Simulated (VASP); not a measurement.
Input:

```xyz
2
Lattice="1.3581 -2.3523 0.0000 1.3581 2.3523 0.0000 0.0000 0.0000 4.9411" Properties=species:S:1:pos:R:3 pbc="T T T"
Zn     1.3581     0.7841     1.2353
Zn     1.3581    -0.7841     3.7058
```

All values below come from RPBE GGA, VASP's PBE PAW potentials (set 64) (plane waves; VASP). Settings: 520 eV cut-off, 15×15×8 Γ-centred mesh, first-order Methfessel-Paxton smearing of 0.10 eV, potentials Zn.

**Question.** The ions and cell shape at fixed volume are relaxed. Give the cell that the relaxation ends in.

**Answer.** 
```xyz
2
Lattice="1.3339 -2.3104 0.0000 1.3339 2.3104 0.0000 0.0000 0.0000 5.1220" Properties=species:S:1:pos:R:3 pbc="T T T"
Zn     1.3339     0.7701     1.2805
Zn     1.3339    -0.7701     3.8415
```
Space group P6_3/mmc (194), at a tolerance of 0.03 Å.

**Question.** How much energy does the relaxation gain?

**Answer.** The energy (σ→0) changes by -9.1 meV/atom, in 4 ionic steps.

The compound is Zn in the hcp structure. This run relaxes it. Symmetry was kept, so distortions that lower it aren't found.
